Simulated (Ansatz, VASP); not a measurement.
## Two plane-wave programs on TiB2N3

```xyz
6
Lattice="3.2608 0.0000 0.0000 0.0000 3.2608 0.0000 0.0000 0.0000 4.7541" Properties=species:S:1:pos:R:3 pbc="T T T"
Ti    0.0000    0.0000    0.4926
B     0.0000    0.0000    3.0431
B     1.6304    1.6304    1.5621
N     1.6304    0.0000    3.6147
N     0.0000    1.6304    3.6147
N     1.6304    1.6304    3.0815
```

Alike in both runs: functional PBE; k mesh 12 × 12 × 8; occupations gaussian, width 0.1 eV; no spin polarisation.

Ansatz relaxed the structure, and its values are those at the end. VASP's run is a single point on that final structure, the one shown.

```csv
,VASP,Ansatz
version,VASP 6.6.1,Ansatz 0.2.0
potentials or method,"VASP PAW PBE potentials, release 64 (Ti_sv, B, N)","scalar-relativistic, plane waves, PAW"
plane-wave cutoff (eV),520,420
valence electrons in the cell,33,33
```

|  | VASP | Ansatz | Ansatz less VASP |
| --- | --- | --- | --- |
| gap on the k mesh at the Fermi level (eV) | none | none | - |
| pressure (GPa) | 0.0 | 0.0 | -0.03 |
| rms of the force components (eV/Å) | 0.013 | 0.001 | -0.0116 |

A gap of «none» marks a metal or a gap that the smearing closes. With one functional, cell and mesh, what is left measures potentials, basis and numerics.
